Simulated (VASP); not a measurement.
# CdS (Greenockite): excitons from the Bethe-Salpeter equation, part 3 of 5

Aim: the optical spectrum of CdS (Greenockite) with the electron-hole interaction. The cell is of the wurtzite type, one of the forms listed for this formula. The start is a cell from a database of measured crystal structures.

VASP 6.6.1, plane waves and PAW; the level of theory is named at each step.

So far. Step 3 (Ground state): The cell has a gap of 0.932 eV on mesh and path and a pressure of -3.3 GPa, which holds the misfit of the given cell and coordinates with this functional, and any error of cutoff, mesh and data sets. Spin-orbit coupling is left out, which can shift or reorder these edges. Step 4 (Empty bands): WAVECAR now holds 232 bands for 36 electrons.

The database entry behind the starting cell differs from later determinations by our own check (about 0.35 % long), so it need not match the best structure at ambient conditions.

### 5. evGW0

This step: evGW0 on LDA; plane waves and PAW (Cd_GW, S_GW) (VASP 6.6.1).

The lowest NBANDSGW levels in G are updated for four passes while W stays fixed, so the result depends less on the starting levels. LWAVE keeps the quasiparticle levels in WAVECAR, and the W files hold the screened interaction for the next step.

Contents of INCAR:

```
SYSTEM = CdS
PREC = Accurate
ENCUT = 300
ISMEAR = 0
SIGMA = 0.01
LREAL = .FALSE.
GGA = CA
NBANDS = 232
ALGO = EVGW0
NELMGW = 4
ENCUTGW = 100
NOMEGA = 48
PRECFOCK = Fast
NBANDSGW = 32
LWAVE = .TRUE.
LCHARG = .FALSE.
```

Contents of POSCAR:

```
CdS
1.0
    4.1500000000      0.0000000000      0.0000000000
   -2.0750000000      3.5940054257      0.0000000000
    0.0000000000      0.0000000000      6.7370000000
Cd S
2 2
Direct
    0.6666666667      0.3333333333      0.4990251040
    0.3333333333      0.6666666667      0.9990251040
    0.6666666667      0.3333333333      0.8759748960
    0.3333333333      0.6666666667      0.3759748960
```

Contents of KPOINTS:

```
Automatic mesh
0
Gamma
6 6 4
0 0 0
```

PAW data sets: Cd_GW and S_GW (LDA family, release 64).

Started as:

```console
$ mpirun -np 8 vasp_std
```

The program printed:

```text
[banner, memory and clock lines left out]
running    8 mpi-ranks, on    1 nodes
 distrk:  each k-point on    8 cores,    1 groups
 distr:  one band on    1 cores,    8 groups

 POSCAR found type information on POSCAR CdS
 POSCAR found :  2 types and       4 ions
 [... a notice as in an earlier step ...]

|                                                                             |
|           W    W    AA    RRRRR   N    N  II  N    N   GGGG   !!!           |
|           W    W   A  A   R    R  NN   N  II  NN   N  G    G  !!!           |
|           W    W  A    A  R    R  N N  N  II  N N  N  G       !!!           |
|           W WW W  AAAAAA  RRRRR   N  N N  II  N  N N  G  GGG   !            |
|           WW  WW  A    A  R   R   N   NN  II  N   NN  G    G                |
|           W    W  A    A  R    R  N    N  II  N    N   GGGG   !!!           |
|                                                                             |
|     The default for ENCUTGWSOFT is different in this version of VASP.       |
|     please manually set ENCUTGWSOFT =100 in the INCAR file.                 |
|                                                                             |

 LDA part: xc-table for (Slater(with rela. corr.)+CA(PZ))
 , standard interpolation
 found WAVECAR, reading the header
 POSCAR, INCAR and KPOINTS ok, starting setup
 FFT: planning ... GRIDC
 FFT: planning ... GRID_SOFT
 FFT: planning ... GRID
 reading WAVECAR
 the WAVECAR file was read successfully
 initial charge from wavefunction
 available memory per node:     86.71 GB, setting MAXMEM to     88794

 The Fermi energy was updated, please check that it is located mid-gap
 values below the HOMO (VB) or above the LUMO (CB) will cause erroneous energies
 E-fermi :   2.7673

 calculate exact exchange contribution
 the WAVEDER file was read successfully
energies w=
    0.000    0.000    0.402    0.000    0.802    0.000    1.198    0.000
    1.591    0.000    1.977    0.000    2.357    0.000    2.730    0.000
    3.096    0.000    3.456    0.000    3.809    0.000    4.156    0.000
    4.498    0.000    4.837    0.000    5.172    0.000    5.506    0.000
    5.839    0.000    6.173    0.000    6.509    0.000    6.850    0.000
    7.196    0.000    7.550    0.000    7.914    0.000    8.290    0.000
    8.682    0.000    9.091    0.000    9.522    0.000    9.979    0.000
   10.467    0.000   10.992    0.000   11.562    0.000   12.185    0.000
   12.873    0.000   13.640    0.000   14.504    0.000   15.491    0.000
   16.630    0.000   17.966    0.000   19.560    0.000   21.498    0.000
   23.908    0.000   26.992    0.000   31.077    0.000   36.742    0.000
   45.108    0.000   58.671    0.000   84.354    0.000  151.100    0.000
 responsefunction array rank=     248
 LDA part: xc-table for (Slater(with rela. corr.)+CA(PZ))
 , standard interpolation

 min. memory requirement per mpi rank    365.5 MB, per node   2924.3 MB

 allocating   6 responsefunctions rank=   248
 shmem allocating  48 responsefunctions rank=   248
 response function shared by NCSHMEM nodes    1
 Doing            6  frequencies on each core in blocks of           48
NQ=   1    0.0000    0.0000    0.0000,
|.........|.........|.........|.........|.........|.........|.........|.........
 performed       1421000 updates of chi_q(r,r)
 total number of BLAS operations        682.45 Gflops
NQ=   2    0.1667   -0.0000    0.0000,
|.........|.........|.........|.........|.........|.........|.........|.........
 performed       3866000 updates of chi_q(r,r)
 total number of BLAS operations       1772.18 Gflops
NQ=   3    0.3333    0.0000    0.0000,
|.........|.........|.........|.........|.........|.........|.........|.........
 performed       6311000 updates of chi_q(r,r)
 total number of BLAS operations       2843.51 Gflops
NQ=   4    0.5000   -0.0000    0.0000,
|.........|.........|.........|.........|.........|.........|.........|.........
 performed       8222000 updates of chi_q(r,r)
 total number of BLAS operations       3597.03 Gflops
NQ=   5    0.1667    0.1667    0.0000,
|.........|.........|.........|.........|.........|.........|.........|.........
 performed      10756000 updates of chi_q(r,r)
 total number of BLAS operations       4623.62 Gflops
NQ=   6    0.3333    0.1667    0.0000,
|.........|.........|.........|.........|.........|.........|.........|.........
 performed      13647000 updates of chi_q(r,r)
 total number of BLAS operations       5763.51 Gflops
NQ=   7    0.3333    0.3333    0.0000,
|.........|.........|.........|.........|.........|.........|.........|.........
 performed      15320000 updates of chi_q(r,r)
 total number of BLAS operations       6388.18 Gflops
NQ=   8    0.0000    0.0000    0.2500,
|.........|.........|.........|.........|.........|.........|.........|.........
 performed      16845000 updates of chi_q(r,r)
 total number of BLAS operations       7050.56 Gflops
NQ=   9    0.1667   -0.0000    0.2500,
|.........|.........|.........|.........|.........|.........|.........|.........
 performed      19557000 updates of chi_q(r,r)
 total number of BLAS operations       8228.83 Gflops
NQ=  10    0.3333    0.0000    0.2500,
|.........|.........|.........|.........|.........|.........|.........|.........
 performed      22269000 updates of chi_q(r,r)
 total number of BLAS operations       9386.96 Gflops
NQ=  11    0.5000   -0.0000    0.2500,
|.........|.........|.........|.........|.........|.........|.........|.........
 performed      24447000 updates of chi_q(r,r)
 total number of BLAS operations      10277.08 Gflops
NQ=  12    0.1667    0.1667    0.2500,
|.........|.........|.........|.........|.........|.........|.........|.........
 performed      27338000 updates of chi_q(r,r)
 total number of BLAS operations      11489.99 Gflops
NQ=  13    0.3333    0.1667    0.2500,
|.........|.........|.........|.........|.........|.........|.........|.........
 performed      30585000 updates of chi_q(r,r)
 total number of BLAS operations      12816.94 Gflops
NQ=  14    0.3333    0.3333    0.2500,
|.........|.........|.........|.........|.........|.........|.........|.........
 performed      32407000 updates of chi_q(r,r)
 total number of BLAS operations      13574.70 Gflops
NQ=  15    0.0000    0.0000    0.5000,
|.........|.........|.........|.........|.........|.........|.........|.........
 performed      33828000 updates of chi_q(r,r)
 total number of BLAS operations      14095.37 Gflops
NQ=  16    0.1667   -0.0000    0.5000,
|.........|.........|.........|.........|.........|.........|.........|.........
 performed      36273000 updates of chi_q(r,r)
 total number of BLAS operations      15112.47 Gflops
[...]
performed      16845000 updates of chi_q(r,r)
 total number of BLAS operations       7050.56 Gflops
NQ=   9    0.1667   -0.0000    0.2500,
|.........|.........|.........|.........|.........|.........|.........|.........
 performed      19557000 updates of chi_q(r,r)
 total number of BLAS operations       8228.83 Gflops
NQ=  10    0.3333    0.0000    0.2500,
|.........|.........|.........|.........|.........|.........|.........|.........
 performed      22269000 updates of chi_q(r,r)
 total number of BLAS operations       9386.96 Gflops
NQ=  11    0.5000   -0.0000    0.2500,
|.........|.........|.........|.........|.........|.........|.........|.........
 performed      24447000 updates of chi_q(r,r)
 total number of BLAS operations      10277.08 Gflops
NQ=  12    0.1667    0.1667    0.2500,
|.........|.........|.........|.........|.........|.........|.........|.........
 performed      27338000 updates of chi_q(r,r)
 total number of BLAS operations      11489.99 Gflops
NQ=  13    0.3333    0.1667    0.2500,
|.........|.........|.........|.........|.........|.........|.........|.........
 performed      30585000 updates of chi_q(r,r)
 total number of BLAS operations      12816.94 Gflops
NQ=  14    0.3333    0.3333    0.2500,
|.........|.........|.........|.........|.........|.........|.........|.........
 performed      32407000 updates of chi_q(r,r)
 total number of BLAS operations      13574.70 Gflops
NQ=  15    0.0000    0.0000    0.5000,
|.........|.........|.........|.........|.........|.........|.........|.........
 performed      33828000 updates of chi_q(r,r)
 total number of BLAS operations      14095.37 Gflops
NQ=  16    0.1667   -0.0000    0.5000,
|.........|.........|.........|.........|.........|.........|.........|.........
 performed      36273000 updates of chi_q(r,r)
 total number of BLAS operations      15112.47 Gflops
NQ=  17    0.3333    0.0000    0.5000,
|.........|.........|.........|.........|.........|.........|.........|.........
 performed      38718000 updates of chi_q(r,r)
 total number of BLAS operations      16111.80 Gflops
NQ=  18    0.5000   -0.0000    0.5000,
|.........|.........|.........|.........|.........|.........|.........|.........
 performed      40629000 updates of chi_q(r,r)
 total number of BLAS operations      16906.60 Gflops
NQ=  19    0.1667    0.1667    0.5000,
|.........|.........|.........|.........|.........|.........|.........|.........
 performed      43163000 updates of chi_q(r,r)
 total number of BLAS operations      17960.75 Gflops
NQ=  20    0.3333    0.1667    0.5000,
|.........|.........|.........|.........|.........|.........|.........|.........
 performed      46054000 updates of chi_q(r,r)
 total number of BLAS operations      19142.09 Gflops
NQ=  21    0.3333    0.3333    0.5000,
|.........|.........|.........|.........|.........|.........|.........|.........
 performed      47727000 updates of chi_q(r,r)
 total number of BLAS operations      19838.09 Gflops
 resolving degeneracies of screened two electron integrals

 calculate QP shifts <psi_nk| G(iteration)W_0 |psi_nk>: iteration 3
 allocating   6 responsefunctions rank=   248
 shmem allocating  48 responsefunctions rank=   248
 response function shared by NCSHMEM nodes    1
 Doing            6  frequencies on each core in blocks of           48
NQ=   1    0.0000    0.0000    0.0000,
|.........|.........|.........|.........|.........|.........|.........|.........
 performed       1421000 updates of chi_q(r,r)
 total number of BLAS operations        682.45 Gflops
NQ=   2    0.1667   -0.0000    0.0000,
|.........|.........|.........|.........|.........|.........|.........|.........
 performed       3866000 updates of chi_q(r,r)
 total number of BLAS operations       1772.18 Gflops
NQ=   3    0.3333    0.0000    0.0000,
|.........|.........|.........|.........|.........|.........|.........|.........
 performed       6311000 updates of chi_q(r,r)
 total number of BLAS operations       2843.51 Gflops
NQ=   4    0.5000   -0.0000    0.0000,
|.........|.........|.........|.........|.........|.........|.........|.........
 performed       8222000 updates of chi_q(r,r)
 total number of BLAS operations       3597.03 Gflops
NQ=   5    0.1667    0.1667    0.0000,
|.........|.........|.........|.........|.........|.........|.........|.........
 performed      10756000 updates of chi_q(r,r)
 total number of BLAS operations       4623.62 Gflops
NQ=   6    0.3333    0.1667    0.0000,
|.........|.........|.........|.........|.........|.........|.........|.........
 performed      13647000 updates of chi_q(r,r)
 total number of BLAS operations       5763.51 Gflops
NQ=   7    0.3333    0.3333    0.0000,
|.........|.........|.........|.........|.........|.........|.........|.........
 performed      15320000 updates of chi_q(r,r)
 total number of BLAS operations       6388.18 Gflops
NQ=   8    0.0000    0.0000    0.2500,
|.........|.........|.........|.........|.........|.........|.........|.........
 performed      16845000 updates of chi_q(r,r)
 total number of BLAS operations       7050.56 Gflops
NQ=   9    0.1667   -0.0000    0.2500,
|.........|.........|.........|.........|.........|.........|.........|.........
 performed      19557000 updates of chi_q(r,r)
 total number of BLAS operations       8228.83 Gflops
NQ=  10    0.3333    0.0000    0.2500,
|.........|.........|.........|.........|.........|.........|.........|.........
 performed      22269000 updates of chi_q(r,r)
 total number of BLAS operations       9386.96 Gflops
NQ=  11    0.5000   -0.0000    0.2500,
|.........|.........|.........|.........|.........|.........|.........|.........
 performed      24447000 updates of chi_q(r,r)
 total number of BLAS operations      10277.08 Gflops
NQ=  12    0.1667    0.1667    0.2500,
|.........|.........|.........|.........|.........|.........|.........|.........
 performed      27338000 updates of chi_q(r,r)
 total number of BLAS operations      11489.99 Gflops
NQ=  13    0.3333    0.1667    0.2500,
|.........|.........|.........|.........|.........|.........|.........|.........
 performed      30585000 updates of chi_q(r,r)
 total number of BLAS operations      12816.94 Gflops
NQ=  14    0.3333    0.3333    0.2500,
|.........|.........|.........|.........|.........|.........|.........|.........
 performed      32407000 updates of chi_q(r,r)
 total number of BLAS operations      13574.70 Gflops
NQ=  15    0.0000    0.0000    0.5000,
|.........|.........|.........|.........|.........|.........|.........|.........
 performed      33828000 updates of chi_q(r,r)
 total number of BLAS operations      14095.37 Gflops
NQ=  16    0.1667   -0.0000    0.5000,
|.........|.........|.........|.........|.........|.........|.........|.........
 performed      36273000 updates of chi_q(r,r)
 total number of BLAS operations      15112.47 Gflops
NQ=  17    0.3333    0.0000    0.5000,
|.........|.........|.........|.........|.........|.........|.........|.........
 performed      38718000 updates of chi_q(r,r)
 total number of BLAS operations      16111.80 Gflops
NQ=  18    0.5000   -0.0000    0.5000,
|.........|.........|.........|.........|.........|.........|.........|.........
 performed      40629000 updates of chi_q(r,r)
 total number of BLAS operations      16906.60 Gflops
NQ=  19    0.1667    0.1667    0.5000,
|.........|.........|.........|.........|.........|.........|.........|.........
 performed      43163000 updates of chi_q(r,r)
 total number of BLAS operations      17960.75 Gflops
NQ=  20    0.3333    0.1667    0.5000,
|.........|.........|.........|.........|.........|.........|.........|.........
 performed      46054000 updates of chi_q(r,r)
 total number of BLAS operations      19142.09 Gflops
NQ=  21    0.3333    0.3333    0.5000,
|.........|.........|.........|.........|.........|.........|.........|.........
 performed      47727000 updates of chi_q(r,r)
 total number of BLAS operations      19838.09 Gflops
 resolving degeneracies of screened two electron integrals

 calculate QP shifts <psi_nk| G(iteration)W_0 |psi_nk>: iteration 4
 writing wavefunctions
 entering main loop
```

Elapsed: 47 min, on 8 MPI ranks of AMD EPYC 7R43, shared host; peak memory 2.9 GiB.

[end of part 3 of 5]

[Lines on the potential files, build, host, timing and source positions are cut from VASP's logs without a mark.]

[Logs are printed without paths, hosts, clocks, repeated set-up lines and the standing remarks that a program may print on its own settings, such as how far it seeks lower states.]

[Hosts, paths, dates, database ids (printed as entryN), source tags and the programs' standing remarks are cut or masked in the printed files.]

[Pressures printed for these runs are not shown converged in the cutoff: they can be off by several GPa and have the wrong sign.]
